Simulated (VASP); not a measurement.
Crystal: PtF2.

```
Pt F
1.0
     1.56477    0.90342    4.73090
    -1.56477    0.90342    4.73090
     0.00000   -1.80685    4.73090
Pt F
1 2
Direct
  0.00000 0.00000 0.00000
  0.25200 0.25200 0.25200
  0.74800 0.74800 0.74800
```

The cell was built by a generator and needn't be a form met in nature.

Base run:

| Item | Value |
| --- | --- |
| Program | VASP 6.6.1 |
| Functional | PBE |
| Potentials or basis | VASP PAW PBE potentials, release 64 (Pt, F) |
| Cutoff | 520 eV |
| k mesh | 7 × 7 × 7 |
| Occupations | gaussian, width 0.05 eV |
| Spin | collinear spin, ferromagnetic start |
| Starting moments | [0.5, 0.0, 0.0] μB |
| Hubbard terms | Pt d U = 6 eV |

Its results: pressure 20.7 GPa; site moments Pt +1.74; F +0.15 μB; largest force 1.160 eV/Å.

Q: After a change of settings the same cell gave: pressure 28.8 GPa; site moments Pt +2.28; F +0.32 μB; largest force 2.206 eV/Å. Which change was it?
A. hubbard terms from Pt d U = 6 eV to none; further incar settings from ALGO = Normal; EDIFF = 1e-07 to ALGO = Normal; EDIFF = 1e-06
B. further incar settings from ALGO = Normal; EDIFF = 1e-07 to ALGO = Fast; EDIFF = 1e-06
C. further incar settings from ALGO = Normal; EDIFF = 1e-07 to ALGO = Normal; EDIFF = 1e-06; fixed moment from none to 3 μB

A: C.

Caveats: forces of over 1 eV/Å show positions far from the minimum, so gaps and moduli don't describe the material at rest; the moment is held away from its start (some runs); a pressure of tens of GPa on the cell as given is suspect, and the run, the potentials or the cell itself is likely at fault (some runs); the total moment is fixed, so each spin has its own Fermi level (some runs).
